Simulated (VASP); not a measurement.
# A vacancy on the Ti site in a supercell of TiAl3, part 3 of 4

Wanted: what a vacancy on the Ti site costs in TiAl3 and how the lattice relaxes round it. The start is a computed cell from the Materials Project.

VASP 6.6.1, plane waves and PAW; the level of theory is named at each step.

So far. Step 2 (The host at zero pressure): The run ended after 2 ionic steps, 0.000 eV below its first step, once forces and stress met EDIFFG = -0.02. Step 3 (The perfect supercell): The host is treated as a metal, as its relaxation found a gap under 0.3 eV or none, and only the neutral defect is run.

## (4) Reference Ti

This step: SCAN; plane waves and PAW (Ti) (VASP 6.6.1).

System of this step: Ti. The structure is hexagonal, space group P6_3/mmc (No. 194). Conventional cell: a = 2.950 Å, b = 2.950 Å, c = 4.685 Å, α = 90.00°, β = 90.00°, γ = 120.00°. Ti has 12 Ti at 2.90 to 2.95 Å nearest.

The reference for Ti is its crystal, relaxed at the cutoff of the large cell.

Contents of INCAR:

```
SYSTEM = Ti
PREC = Normal
ENCUT = 300
EDIFF = 1E-05
NELM = 120
ISMEAR = 1
SIGMA = 0.1
LREAL = Auto
ALGO = Normal
METAGGA = SCAN
LASPH = .TRUE.
NBANDS = 10
LORBIT = 11
LWAVE = .FALSE.
LCHARG = .FALSE.
KPAR = 4
IBRION = 2
NSW = 25
ISIF = 3
EDIFFG = -0.02
POTIM = 0.4
```

Contents of POSCAR:

```
Ti
1.0
    2.9500000000      0.0000000000      0.0000000000
   -1.4750000000      2.5547749412      0.0000000000
    0.0000000000      0.0000000000      4.6846000000
Ti
2
Direct
    0.0000000000      0.0000000000      0.0000000000
    0.3333333333      0.6666666667      0.5000000000
```

Contents of KPOINTS:

```
Automatic mesh
0
Gamma
10 10 6
0 0 0
```

The projector-augmented-wave data sets are Ti (PBE family, release 64).

Started as:

```
mpirun -np 4 vasp_std
```

Log:

```text
[banner, memory and clock lines left out]
running    4 mpi-ranks, on    1 nodes
 distrk:  each k-point on    1 cores,    4 groups
 distr:  one band on    1 cores,    1 groups

 POSCAR found type information on POSCAR Ti
 POSCAR found :  1 types and       2 ions
|                                                                             |
|               ----> ADVICE to this user running VASP <----                  |
|                                                                             |
|     You have a (more or less) 'small supercell' and for smaller cells       |
|     it is recommended to use the reciprocal-space projection scheme!        |
|     The real-space optimization is not efficient for small cells and it     |
|     is also less accurate ...                                               |
|     Therefore, set LREAL=.FALSE. in the INCAR file.                         |
|                                                                             |

 [... a notice as in an earlier step ...]

 LDA part: xc-table for (None), standard interpolation
 POSCAR, INCAR and KPOINTS ok, starting setup
 FFT: planning ... GRIDC
 FFT: planning ... GRID_SOFT
 FFT: planning ... GRID
 WAVECAR not read
 entering main loop
       N       E                     dE             d eps       ncg     rms          rms(c)
DAV:   1    -0.889380475343E+01   -0.88938E+01   -0.24487E+03  1120   0.476E+02
DAV:   2    -0.317677161912E+02   -0.22874E+02   -0.21875E+02  1142   0.955E+01
DAV:   3    -0.326246133306E+02   -0.85690E+00   -0.83997E+00  1570   0.207E+01
DAV:   4    -0.326329729341E+02   -0.83596E-02   -0.83331E-02  1388   0.183E+00
DAV:   5    -0.326329934988E+02   -0.20565E-04   -0.20563E-04  1366   0.781E-02    0.149E+01
DAV:   6    -0.324124397078E+02    0.22055E+00   -0.22749E+00  1128   0.153E+01    0.545E+00
DAV:   7    -0.319151779058E+02    0.49726E+00   -0.32776E+00  1176   0.164E+01    0.214E+00
DAV:   8    -0.319004232085E+02    0.14755E-01   -0.41719E-01  1144   0.616E+00    0.107E+00
DAV:   9    -0.318833592443E+02    0.17064E-01   -0.78103E-02  1186   0.245E+00    0.513E-02
DAV:  10    -0.318835706938E+02   -0.21145E-03   -0.15534E-03  1404   0.342E-01    0.112E-01
DAV:  11    -0.318834423715E+02    0.12832E-03   -0.11332E-03  1154   0.300E-01    0.122E-02
DAV:  12    -0.318834396400E+02    0.27315E-05   -0.11442E-05   906   0.337E-02
   1 F= -.31883440E+02 E0= -.31883349E+02  d E =-.318834E+02
 curvature:   0.00 expect dE= 0.000E+00 dE for cont linesearch  0.000E+00
 trial: gam= 0.00000 g(F)=  0.239E-43 g(S)=  0.696E-01 ort = 0.000E+00 (trialstep = 0.100E+01)
 search vector abs. value=  0.696E-01
 bond charge predicted
       N       E                     dE             d eps       ncg     rms          rms(c)
DAV:   1    -0.319172349242E+02   -0.33793E-01   -0.17080E+00  1120   0.136E+01    0.205E+00
DAV:   2    -0.319040578543E+02    0.13177E-01   -0.43688E-02  1120   0.208E+00    0.860E-01
DAV:   3    -0.319004706981E+02    0.35872E-02   -0.16395E-02  1178   0.992E-01    0.925E-02
DAV:   4    -0.319003809002E+02    0.89798E-04   -0.12116E-04  1252   0.116E-01    0.904E-02
DAV:   5    -0.319003279989E+02    0.52901E-04   -0.95395E-04  1124   0.299E-01    0.125E-02
DAV:   6    -0.319003176129E+02    0.10386E-04   -0.32854E-05  1138   0.572E-02    0.744E-03
DAV:   7    -0.319003228357E+02   -0.52228E-05   -0.31216E-06   564   0.161E-02
   2 F= -.31900323E+02 E0= -.31899933E+02  d E =-.168832E-01
[...]
3 F= -.31906732E+02 E0= -.31906459E+02  d E =-.232923E-01
[...]
4 F= -.31906726E+02 E0= -.31906450E+02  d E =-.232867E-01
[...]
5 F= -.31906820E+02 E0= -.31906511E+02  d E =-.935369E-04
 trial-energy change:   -0.000094  1 .order   -0.000100   -0.000120   -0.000080
 step:   2.8016(harm=  2.8016)  dis= 0.00000  next Energy=   -31.906906 (dE=-0.180E-03)
 bond charge predicted
       N       E                     dE             d eps       ncg     rms          rms(c)
DAV:   1    -0.319069109800E+02   -0.96963E-04   -0.83123E-03  1120   0.566E-01    0.319E-02
DAV:   2    -0.319068842048E+02    0.26775E-04   -0.62573E-05  1514   0.651E-02    0.159E-02
DAV:   3    -0.319068963193E+02   -0.12114E-04   -0.90261E-06   590   0.237E-02    0.384E-03
DAV:   4    -0.319069012761E+02   -0.49568E-05   -0.11572E-06   566   0.103E-02
   6 F= -.31906901E+02 E0= -.31906532E+02  d E =-.174890E-03
 curvature:  -1.43 expect dE=-0.176E-04 dE for cont linesearch -0.143E-06
 trial: gam=-0.00332 g(F)=  0.120E-61 g(S)=  0.123E-04 ort =-0.362E-05 (trialstep = 0.131E+01)
 search vector abs. value=  0.123E-04
 reached required accuracy - stopping structural energy minimisation
```

Wall time 28 s (4 MPI ranks of Intel Xeon Platinum 8259CL at 2.50GHz (Skylake/Cascade Lake), shared host); peak memory 0.42 GiB.

From OUTCAR (step 4):

```text
  LATTYP: Found a hexagonal cell.
 ALAT       =     2.9500000000
 C/A-ratio  =     1.5880000000

 Subroutine GETGRP returns: Found 24 space group operations
 (whereof 12 operations were pure point group operations)

The static configuration has the point symmetry D_3h.
 The point group associated with its full space group is D_6h.

 Found     56 irreducible k-points:

   k-points           NKPTS =     56   k-points in BZ     NKDIM =     56   number of bands    NBANDS=     10

   dimension x,y,z NGX =    12 NGY =   12 NGZ =   20
   dimension x,y,z NGXF=    24 NGYF=   24 NGZF=   40

   ENCUT  =  300.0 eV  22.05 Ry    4.70 a.u.   4.17  4.17  6.62*2*pi/ulx,y,z

   NELECT =       8.0000    total number of electrons

 E-fermi :   3.2092

 k-point     1 :       0.0000    0.0000    0.0000
  band No.  band energies     occupation
      1      -3.3401      2.00000
      2       0.3466      2.00000
      3       3.9388     -0.00000
      4       4.0830     -0.00000
      5       4.0831     -0.00000
      6       4.1994     -0.00000
      7       4.6229     -0.00000
    ...

 k-point     2 :       0.1000    0.0000    0.0000
  band No.  band energies     occupation
      1      -3.0451      2.00000
      2       0.5724      2.00000
      3       3.4737     -0.00118
      4       3.6377     -0.00000
      5       4.2939     -0.00000
      6       4.4458     -0.00000
      7       4.5641     -0.00000
    ...

  Total        0.0133923      0.0133923      0.0167186      0.0000000     -0.0000000     -0.0000000
  in kB        0.6343409      0.6343409      0.7918967      0.0000000     -0.0000000     -0.0000000
  external PRESSURE =       0.6868595 kB  Pullay stress =       0.0000000 kB

  energy-cutoff  :      300.00
  volume of cell :       33.83
      direct lattice vectors                 reciprocal lattice vectors
     2.915441795  0.000000000  0.000000000     0.343001188  0.198031828 -0.000000000
    -1.457720897  2.524846657  0.000000000     0.000000000  0.396063657 -0.000000000
     0.000000000  0.000000000  4.595186043    -0.000000000 -0.000000000  0.217619045

 POSITION                                       TOTAL-FORCE (eV/Angst)
 -----------------------------------------------------------------------------------
      0.00000      0.00000      4.59519        -0.000000     -0.000000     -0.000000
     -0.00000      1.68323      2.29759         0.000000      0.000000      0.000000
 -----------------------------------------------------------------------------------
    total drift:                               -0.000000      0.000000     -0.000000

  FREE ENERGIE OF THE ION-ELECTRON SYSTEM (eV)
  ---------------------------------------------------
  free  energy   TOTEN  =       -31.9069012761 eV

  energy  without entropy=      -31.9057932878  energy(sigma->0) =      -31.90653195

 total charge
# of ion       s       p       d       tot
------------------------------------------
    1        0.577   0.662   2.344   3.583
    2        0.577   0.662   2.344   3.583
--------------------------------------------------
tot          1.154   1.323   4.689   7.166

[... 1 part as in an earlier step ...]

[... 7 further parts left out ...]
```

CONTCAR:

```
Ti
   1.00000000000000
     2.9154417946724309    0.0000000000000000    0.0000000000000000
    -1.4577208973362155    2.5248466574758570    0.0000000000000000
     0.0000000000000000    0.0000000000000000    4.5951860428834044
  Ti
     2
Direct
     0.0000000000000000    0.0000000000000000    1.0000000000000000
     0.3333333332999970    0.6666666667000030    0.5000000000000000
```

The k-mesh is coarse for a metal. The run keeps the 24 symmetry operations of its start, so it cannot find a distortion of lower symmetry.

The steps of the relaxation:

```
step  energy less that of the first step (eV)  largest force (eV/Å)  pressure (GPa)  volume (Å³)
   1                                   0.0000                0.0000           -4.96        35.31
   2                                  -0.0169                0.0000            2.83        33.12
   3                                  -0.0233                0.0000           -0.02        33.85
   4                                  -0.0233                0.0000            0.10        33.82
   5                                  -0.0234                0.0000            0.09        33.82
   6                                  -0.0235                0.0000            0.07        33.83
```

```
conventional cell, symmetrised  before  after  change
                         a (Å)   2.950  2.915  -1.2 %
                         b (Å)   2.950  2.915  -1.2 %
                         c (Å)   4.685  4.595  -1.9 %
              volume (Å³/atom)   17.65  16.91  -4.2 %
```

The relaxed structure:

```
Ti
1.0
     2.91544    0.00000    0.00000
    -1.45772    2.52485    0.00000
     0.00000    0.00000    4.59519
Ti
2
Direct
  0.00000 0.00000 0.00000
  0.33333 0.66667 0.50000
```

Numbers from this step:

```yaml
electronic_cycles: 34
electrons: 8
free_energy_toten: -31.91 eV
energy_at_zero_smearing: -31.91 eV
fermi_energy: 3.209 eV
```

The run ended after 6 ionic steps, 0.023 eV below its first step, once forces and stress met EDIFFG = -0.02.

Energy at zero smearing: -31.90653 eV.

## (5) Reference Al

This step: SCAN; plane waves and PAW (Al) (VASP 6.6.1).

System of this step: Al. The structure is cubic, space group Fm-3m (No. 225). The conventional cell has a = 4.050 Å, b = 4.050 Å, c = 4.050 Å, α = 90.00°, β = 90.00°, γ = 90.00°. Nearest to Al lie 12 Al at 2.86 Å.

Al is not exchanged here; its energy serves the host's formation enthalpy.

Changes to INCAR since step 4:

```diff
@@ -1,2 +1,2 @@
-SYSTEM = Ti
+SYSTEM = Al
 PREC = Normal
@@ -11,3 +11,3 @@
 LASPH = .TRUE.
-NBANDS = 10
+NBANDS = 7
 LORBIT = 11
```

Contents of POSCAR:

```
Al
1.0
    0.0000000000      2.0250000000      2.0250000000
    2.0250000000      0.0000000000      2.0250000000
    2.0250000000      2.0250000000      0.0000000000
Al
1
Direct
    0.0000000000      0.0000000000      0.0000000000
```

Contents of KPOINTS:

```
Automatic mesh
0
Gamma
11 11 11
0 0 0
```

The projector-augmented-wave data sets are Al (PBE family, release 64).

Started as:

```
mpirun -np 4 vasp_std
```

Log:

```text
[banner, memory and clock lines left out]
running    4 mpi-ranks, on    1 nodes
 distrk:  each k-point on    1 cores,    4 groups
 distr:  one band on    1 cores,    1 groups

 POSCAR found type information on POSCAR Al
 POSCAR found :  1 types and       1 ions
 [... a notice as in an earlier step ...]

 [... a notice as in an earlier step ...]

 LDA part: xc-table for (None), standard interpolation
 POSCAR, INCAR and KPOINTS ok, starting setup
 FFT: planning ... GRIDC
 FFT: planning ... GRID_SOFT
 FFT: planning ... GRID
 WAVECAR not read
 entering main loop
       N       E                     dE             d eps       ncg     rms          rms(c)
DAV:   1    -0.720243735448E+01   -0.72024E+01   -0.64497E+02   910   0.141E+02
DAV:   2    -0.797769193549E+01   -0.77525E+00   -0.76001E+00  1127   0.163E+01
DAV:   3    -0.798124923174E+01   -0.35573E-02   -0.35491E-02  1064   0.111E+00
DAV:   4    -0.798125480802E+01   -0.55763E-05   -0.55761E-05  1113   0.371E-02
DAV:   5    -0.798125481384E+01   -0.58172E-08   -0.46933E-08  1127   0.827E-04    0.323E+00
DAV:   6    -0.775761833301E+01    0.22364E+00   -0.10177E-01   798   0.159E+00    0.189E+00
DAV:   7    -0.774454078190E+01    0.13078E-01   -0.39151E-02   791   0.134E+00    0.123E-01
DAV:   8    -0.774463905660E+01   -0.98275E-04   -0.13723E-03  1001   0.266E-01    0.111E-01
DAV:   9    -0.774489677731E+01   -0.25772E-03   -0.12115E-03   819   0.212E-01    0.285E-02
DAV:  10    -0.774490690237E+01   -0.10125E-04   -0.53186E-05  1190   0.472E-02    0.264E-02
DAV:  11    -0.774491176430E+01   -0.48619E-05   -0.59271E-06   847   0.145E-02
   1 F= -.77449118E+01 E0= -.77447358E+01  d E =-.774491E+01
 curvature:   0.00 expect dE= 0.000E+00 dE for cont linesearch  0.000E+00
 trial: gam= 0.00000 g(F)=  0.122E-57 g(S)=  0.762E-02 ort = 0.000E+00 (trialstep = 0.100E+01)
 search vector abs. value=  0.762E-02
 bond charge predicted
       N       E                     dE             d eps       ncg     rms          rms(c)
DAV:   1    -0.775061709081E+01   -0.57102E-02   -0.79350E-02   987   0.128E+00    0.284E-01
DAV:   2    -0.774988071648E+01    0.73637E-03   -0.23931E-02   784   0.862E-01    0.104E-01
DAV:   3    -0.774911235626E+01    0.76836E-03   -0.19861E-03   826   0.290E-01    0.700E-02
DAV:   4    -0.774913921787E+01   -0.26862E-04   -0.54892E-05  1050   0.553E-02    0.487E-02
DAV:   5    -0.774916338888E+01   -0.24171E-04   -0.21622E-04   805   0.816E-02    0.742E-03
DAV:   6    -0.774915793165E+01    0.54572E-05   -0.21407E-05   910   0.294E-02
   2 F= -.77491579E+01 E0= -.77490178E+01  d E =-.424617E-02
 trial-energy change:   -0.004246  1 .order   -0.004019   -0.007618   -0.000420
 step:   1.0487(harm=  1.0584)  dis= 0.00000  next Energy=    -7.749168 (dE=-0.426E-02)
 reached required accuracy - stopping structural energy minimisation
```

Wall time 5.6 s (4 MPI ranks); peak memory 0.37 GiB.

OUTCAR, selected parts (step 5):

```text
   k-points           NKPTS =     56   k-points in BZ     NKDIM =     56   number of bands    NBANDS=      7

   ENCUT  =  300.0 eV  22.05 Ry    4.70 a.u.   4.04  4.04  4.04*2*pi/ulx,y,z

   NELECT =       3.0000    total number of electrons

 E-fermi :   8.2454

 k-point     1 :       0.0000    0.0000    0.0000
  band No.  band energies     occupation
      1      -3.4012      2.00000
      2      21.4408      0.00000
      3      21.4408      0.00000
      4      21.4409      0.00000
      5      23.1508      0.00000
      6      23.1508      0.00000
    ...

  Total       -0.0141468     -0.0141468     -0.0141468     -0.0000000     -0.0000000     -0.0000000
  in kB       -1.4061344     -1.4061344     -1.4061344     -0.0000000     -0.0000000     -0.0000000
  external PRESSURE =      -1.4061344 kB  Pullay stress =       0.0000000 kB

 POSITION                                       TOTAL-FORCE (eV/Angst)
 -----------------------------------------------------------------------------------
      2.00495      2.00495      4.00991        -0.000000      0.000000     -0.000000
 -----------------------------------------------------------------------------------
    total drift:                               -0.000000     -0.000000     -0.000000

  FREE ENERGIE OF THE ION-ELECTRON SYSTEM (eV)
  ---------------------------------------------------
  free  energy   TOTEN  =        -7.7491579316 eV

  energy  without entropy=       -7.7487375885  energy(sigma->0) =       -7.74901782

[... 1 part as in an earlier step ...]

[... 15 further parts left out ...]
```

CONTCAR:

```
Al
   1.00000000000000
    -0.0000000000000000    2.0049531344172684    2.0049531344172684
     2.0049531344172684    0.0000000000000000    2.0049531344172684
     2.0049531344172684    2.0049531344172684   -0.0000000000000000
  Al
     1
Direct
     1.0000000000000000    1.0000000000000000    0.0000000000000000
```

The run keeps the 48 symmetry operations of its start, so it cannot find a distortion of lower symmetry.

Relaxation path:

```
step  energy less that of the first step (eV)  largest force (eV/Å)  pressure (GPa)  volume (Å³)
   1                                   0.0000                0.0000           -2.47        16.61
   2                                  -0.0042                0.0000           -0.14        16.12
```

```
conventional cell, symmetrised  before  after  change
                         a (Å)   4.050  4.010  -1.0 %
                         b (Å)   4.050  4.010  -1.0 %
                         c (Å)   4.050  4.010  -1.0 %
              volume (Å³/atom)   16.61  16.12  -2.9 %
```

Final coordinates:

```xyz
1
Lattice="0.0000 2.0050 2.0050 2.0050 0.0000 2.0050 2.0050 2.0050 0.0000" Properties=species:S:1:pos:R:3 pbc="T T T"
Al    0.0000    0.0000    0.0000
```

Numbers from this step:

```yaml
electronic_cycles: 17
electrons: 3
free_energy_toten: -7.749 eV
energy_at_zero_smearing: -7.749 eV
fermi_energy: 8.245 eV
```

The run ended after 2 ionic steps, 0.004 eV below its first step, once forces and stress met EDIFFG = -0.02.

Energy at zero smearing: -7.74902 eV.

[end of part 3 of 4]

[Lines on the potential files, build, host, timing and source positions are cut from VASP's logs without a mark.]

[Logs are printed without paths, hosts, clocks, repeated set-up lines and the standing remarks that a program may print on its own settings, such as how far it seeks lower states.]

[Hosts, paths, dates, database ids (printed as entryN), source tags and the programs' standing remarks are cut or masked in the printed files.]

[In band tables of VASP the shares of atoms and orbitals are scaled to a sum of 1 inside the atoms' spheres.]

[Runs that stopped without an error message from VASP are left out.]
